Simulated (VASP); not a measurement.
Data:

```
ZrS2
1.0
    1.71103    -2.96358     0.00000
    1.71103     2.96358     0.00000
    0.00000     0.00000     5.20218
Zr S
1 2
Direct
  0.00000   0.00000   0.00000
  0.33333   0.66667   0.28947
  0.66667   0.33333   0.71053
```

Calculation: PBE GGA, VASP's PBE PAW potentials (set 64) (plane waves; VASP 6.6.1). Settings: 500 eV cut-off, 10×10×6 Γ-centred mesh, first-order Methfessel-Paxton smearing of 0.10 eV, potentials Zr_sv S.

Energy and stress use the plane-wave basis of the starting cell. Without a dispersion term in the relaxation, distances and binding between the weakly bound layers, chains or molecules are unreliable, and so is what depends on them.

Q: The ions, cell shape and volume at an external pressure of 30.0 GPa are relaxed. Which structure does the run end with?

A: 
```
ZrS2
1.0
    1.66242    -2.87940     0.00000
    1.66242     2.87940     0.00000
    0.00000     0.00000     5.11709
Zr S
1 2
Direct
  0.00000   0.00000   0.00000
  0.33333   0.66667   0.29912
  0.66667   0.33333   0.70088
```
Space group P-3m1 (164), at a tolerance of 0.03 Å.

Q: How do energy and volume change from the first to the last step?

A: The energy (σ→0) changes by +193.7 meV/atom and the volume by -7.1 %, in 11 ionic steps.

| step | E(σ→0) (eV) | max force (eV/Å) | pressure (GPa) | volume (Å³) |
|---|---|---|---|---|
| 1 | -20.5938 | 0.006 | 19.98 | 52.76 |
| 2 | -18.7634 | 2.561 | 58.11 | 44.80 |
| 3 | -20.1992 | 0.687 | 29.56 | 50.19 |
| 4 | -20.1812 | 0.715 | 29.97 | 50.09 |
| 5 | -20.0889 | 0.287 | 29.99 | 49.43 |
| 6 | -20.0102 | 0.016 | 30.02 | 48.98 |
| 7 | -20.0143 | 0.002 | 30.05 | 49.00 |
| 8 | -20.0221 | 0.006 | 29.77 | 49.04 |
| 9 | -20.0222 | 0.006 | 29.77 | 49.04 |
| 10 | -19.9952 | 0.042 | 30.38 | 48.90 |
| 11 | -20.0127 | 0.010 | 29.99 | 48.99 |

The compound is ZrS2 in the 1T layered structure. This run relaxes it under an external pressure of 30 GPa. Symmetry was kept, so distortions that lower it aren't found.
